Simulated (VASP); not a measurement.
Data:

```yaml
crystal:
  lattice:
    - [1.62417, -2.76565, 0.00000]
    - [1.54191, 2.71816, 0.00000]
    - [0.00000, 0.00000, 3.55639]
  atoms:
    - { symbol: Zr, position: [0.00000, 0.00000, 0.00000] }
    - { symbol: B, position: [0.33333, 0.66667, 0.50000] }
    - { symbol: B, position: [0.66667, 0.33333, 0.50000] }
```

These are r2SCAN meta-GGA, VASP's PBE PAW potentials (set 64) (plane waves; VASP) values and carry that method's errors. Numerical set-up: 600 eV cut-off, 10×10×8 Γ-centred mesh, first-order Methfessel-Paxton smearing of 0.10 eV, potentials Zr_sv B.

Problem. Predict the energy per atom (σ→0), largest force, band gap (on the k-mesh) with the smallest direct gap where there is one.

Solution. 
band gap (on the k-mesh): none (metal, semimetal or under 0.01 eV)
energy per atom (σ→0): -13.537 eV/atom
largest force: 0.070 eV/Å

The absolute energy has meaning only against runs of the same code, potentials and settings.

The compound is ZrB2 in the AlB2 type structure. This cell was strained or had an atom moved on purpose.
